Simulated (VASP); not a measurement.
# CdS (Hawleyite): what each functional gives for the gap, part 3 of 3

How does the band gap of CdS (Hawleyite) depend on the functional? The starting structure is a measured crystal structure from the Crystallography Open Database. Cell and atoms stay as given. Meshes and data sets differ where the inputs say so.

VASP 6.6.1.

Results so far: LDA 0.886 eV; PBE 1.143 eV; r2SCAN 1.587 eV; TB-mBJ 2.640 eV; LDA + spin-orbit coupling 0.871 eV; r2SCAN + spin-orbit coupling 1.573 eV; TB-mBJ + spin-orbit coupling 2.632 eV.

### 9. Bands with HSE06

Level of this step: HSE06; plane waves and PAW (Cd, S) (VASP).

HSE06 mixes in a quarter of exact exchange at short range, at far higher cost; in semiconductors this cures much of the gap error, while metals seldom gain. This run uses a 4×4×4 mesh. Its starting orbitals come from a semilocal run on the same mesh, not shown.

The input, INCAR:

```
SYSTEM = CdS
PREC = Accurate
ENCUT = 350
EDIFF = 1E-06
NELM = 100
ISMEAR = 0
SIGMA = 0.03
LREAL = .FALSE.
ALGO = Normal
LHFCALC = .TRUE.
AEXX = 0.25
GGA = PE
HFSCREEN = 0.2
LASPH = .TRUE.
NBANDS = 15
PRECFOCK = Fast
LORBIT = 11
LWAVE = .FALSE.
LCHARG = .FALSE.
KPAR = 4
```

The input, POSCAR:

```
CdS
1.0
    0.0000000000      2.9165000000      2.9165000000
    2.9165000000      0.0000000000      2.9165000000
    2.9165000000      2.9165000000      0.0000000000
Cd S
1 1
Direct
    0.0000000000      0.0000000000      0.0000000000
    0.7500000000      0.7500000000      0.7500000000
```

The input, KPOINTS:

```
Automatic mesh
0
Gamma
4 4 4
0 0 0
```

The input, KPOINTS_OPT:

```
Line mode
10
Line-mode
Reciprocal
  0.00000000   0.00000000   0.00000000 GAMMA
  0.50000000   0.00000000   0.50000000 X

  0.50000000   0.00000000   0.50000000 X
  0.50000000   0.25000000   0.75000000 W

  0.50000000   0.25000000   0.75000000 W
  0.37500000   0.37500000   0.75000000 K

  0.37500000   0.37500000   0.75000000 K
  0.00000000   0.00000000   0.00000000 GAMMA

  0.00000000   0.00000000   0.00000000 GAMMA
  0.50000000   0.50000000   0.50000000 L

  0.50000000   0.50000000   0.50000000 L
  0.62500000   0.25000000   0.62500000 U

  0.62500000   0.25000000   0.62500000 U
  0.50000000   0.25000000   0.75000000 W

  0.50000000   0.25000000   0.75000000 W
  0.50000000   0.50000000   0.50000000 L

  0.50000000   0.50000000   0.50000000 L
  0.37500000   0.37500000   0.75000000 K

  0.62500000   0.25000000   0.62500000 U
  0.50000000   0.00000000   0.50000000 X
```

The projector-augmented-wave data sets are Cd and S (PBE family, release 64).

Command:

```console
mpirun -np 4 vasp_std
```

Numbers of over 12 decimals in the logs are rounded to 6 here.

What it wrote:

```text
[banner, memory and clock lines left out]
running    4 mpi-ranks, on    1 nodes
[...]
LDA part: xc-table for (Slater+PW92), standard interpolation
 found WAVECAR, reading the header
 POSCAR, INCAR and KPOINTS ok, starting setup
[...]
reading WAVECAR
 the WAVECAR file was read successfully
 initial charge from wavefunction
 entering main loop
       N       E                     dE             d eps       ncg     rms          rms(c)
DAV:   1    -0.761692941227E+01   -0.76169E+01   -0.10509E+00   247   0.117E+01    0.339E+00
DAV:   2    -0.760406405496E+01    0.12865E-01   -0.87229E-02   268   0.409E+00    0.186E+00
DAV:   3    -0.759611683062E+01    0.79472E-02   -0.16288E-02   282   0.151E+00    0.116E+00
DAV:   4    -0.759529807766E+01    0.81875E-03   -0.26150E-03   261   0.473E-01    0.739E-01
[...]
DAV:   8    -0.759510880738E+01    0.60817E-05   -0.44773E-06   268   0.146E-02    0.749E-02
DAV:   9    -0.759510719696E+01    0.16104E-05   -0.16272E-06   238   0.926E-03    0.415E-02
[...]
|     If you are not a developer, you should not encounter this problem.      |
|     Please submit a bug report.                                             |
|                                                                             |

|                     _     ____    _    _    _____     _                     |
|                    | |   |  _ \  | |  | |  / ____|   | |                    |
|                    | |   | |_) | | |  | | | |  __    | |                    |
|                    |_|   |  _ <  | |  | | | | |_ |   |_|                    |
|                     _    | |_) | | |__| | | |__| |    _                     |
|                    (_)   |____/   \____/   \_____|   (_)                    |
|                                                                             |
|                                                                             |
|     internal error in CHECK_GEN_LAYOUT: G-vectors changed at ik:9 old:      |
|     734 new: 732                                                            |
|                                                                             |
|     If you are not a developer, you should not encounter this problem.      |
|     Please submit a bug report.                                             |
|                                                                             |

1
1
1
1
```

Wall time 44 s (4 MPI ranks of AMD EPYC 9R45, shared host).

VASP stopped with this message: “internal error in CHECK_GEN_LAYOUT: G-vectors changed at ik:9 old: 734 new: 732”.

### 10. Bands with PBE0

PBE0 keeps a quarter of exact exchange at all ranges; it tends to overshoot small gaps. This run uses a 4×4×4 mesh. It starts from the orbitals of an earlier run, not shown.

INCAR, as its differences from that of step 9:

```diff
@@ -12,3 +12,2 @@
 GGA = PE
-HFSCREEN = 0.2
 LASPH = .TRUE.
@@ -16,2 +15,3 @@
 PRECFOCK = Fast
+HFRCUT = -1
 LORBIT = 11
```

POSCAR is that of step 9.

KPOINTS is that of step 9.

KPOINTS_OPT is that of step 9.

Command:

```console
mpirun -np 4 vasp_std
```

What it wrote:

```text
[banner, memory and clock lines left out]
running    4 mpi-ranks, on    1 nodes
[...]
LDA part: xc-table for (Slater+PW92), standard interpolation
 found WAVECAR, reading the header
 POSCAR, INCAR and KPOINTS ok, starting setup
[...]
HFRCUT set to (new)   9.118060
 reading WAVECAR
 the WAVECAR file was read successfully
 initial charge from wavefunction
 entering main loop
       N       E                     dE             d eps       ncg     rms          rms(c)
DAV:   1    -0.814626815471E+01   -0.81463E+01   -0.10062E+00   240   0.115E+01    0.327E+00
DAV:   2    -0.814267128389E+01    0.35969E-02   -0.80750E-02   275   0.384E+00    0.187E+00
DAV:   3    -0.813435586541E+01    0.83154E-02   -0.16322E-02   268   0.152E+00    0.116E+00
DAV:   4    -0.813332146019E+01    0.10344E-02   -0.30218E-03   268   0.510E-01    0.738E-01
[...]
DAV:   8    -0.813315669620E+01    0.73244E-05   -0.57906E-06   268   0.156E-02    0.772E-02
DAV:   9    -0.813315479999E+01    0.18962E-05   -0.17614E-06   254   0.925E-03    0.425E-02
DAV:  10    -0.813315433755E+01    0.46244E-06   -0.65163E-07   190   0.598E-03
   1 F= -.81331543E+01 E0= -.81331543E+01  d E =-.119916E-24
 Start KPOINTS_OPT (optional k-point list driver)
k-point batch [1-8\100]
       N       E                     dE             ncg
DAV:   1     0.761246545264E+02   -0.15880E+04      256
DAV:   2    -0.868968488863E+03   -0.94509E+03      254
DAV:   3    -0.914436411475E+03   -0.45468E+02      303
DAV:   4    -0.914989773252E+03   -0.55336E+00      303
DAV:   5    -0.914994182977E+03   -0.44097E-02      310
DAV:   6    -0.914994253728E+03   -0.70752E-04      303
DAV:   7    -0.914994255664E+03   -0.19357E-05      303
DAV:   8    -0.914994255724E+03   -0.60018E-07      232
[...]
k-point batch [25-32\100]
 [... a notice as in an earlier step ...]

1
1
1
1
```

It took 40 s on 4 MPI ranks.

VASP stopped with this message: “internal error in CHECK_GEN_LAYOUT: G-vectors changed at ik:9 old: 734 new: 732”.

### 11. All runs side by side

| level | ended | gap (eV) | least direct gap (eV) | mesh | core minutes |
| --- | --- | --- | --- | --- | --- |
| LDA | converged | 0.886 | 0.886 | 6×6×6 | 0.387 |
| PBE | converged | 1.143 | 1.143 | 6×6×6 | 0.427 |
| r2SCAN | converged | 1.587 | 1.587 | 6×6×6 | 1.73 |
| TB-mBJ | converged | 2.64 | 2.64 | 6×6×6 | 2.2 |
| LDA + spin-orbit coupling | converged | 0.871 | 0.871 | 6×6×6 | 1.6 |
| r2SCAN + spin-orbit coupling | converged | 1.573 | 1.573 | 6×6×6 | 9.33 |
| TB-mBJ + spin-orbit coupling | converged | 2.632 | 2.632 | 6×6×6 | 6.0 |
| HSE06 | stopped by VASP | - | - | 4×4×4 | 2.93 |
| PBE0 | stopped by VASP | - | - | 4×4×4 | 2.67 |

Core minutes are wall time times ranks of the run shown, on a shared host.

### 12. Outcome

| Item | Value |
| --- | --- |
| gap, LDA | 0.886 eV |
| gap, PBE | 1.143 eV |
| gap, r2SCAN | 1.587 eV |
| gap, TB-mBJ | 2.640 eV |
| gap, LDA + spin-orbit coupling | 0.871 eV |
| gap, r2SCAN + spin-orbit coupling | 1.573 eV |
| gap, TB-mBJ + spin-orbit coupling | 2.632 eV |

In words: Without spin-orbit coupling the gap of CdS (Hawleyite) runs from 0.886 eV (LDA) to 2.640 eV (TB-mBJ). Spin-orbit coupling changes the LDA gap by -0.015 eV (LASPH differs too). Spin-orbit coupling changes the r2SCAN gap by -0.013 eV. Spin-orbit coupling changes the TB-mBJ gap by -0.008 eV. LASPH is on in some of these runs and off in others, which adds a little to the differences. These are gaps between Kohn-Sham or generalised Kohn-Sham levels of a static lattice, without excitons or temperature. No result to use came from HSE06 and PBE0. Further runs on this material are not shown.

[Lines on the potential files, build, host, timing and source positions are cut from VASP's logs without a mark.]

[Logs are printed without paths, hosts, clocks, repeated set-up lines and the standing remarks that a program may print on its own settings, such as how far it seeks lower states.]

[Hosts, paths, dates, database ids (printed as entryN), source tags and the programs' standing remarks are cut or masked in the printed files.]
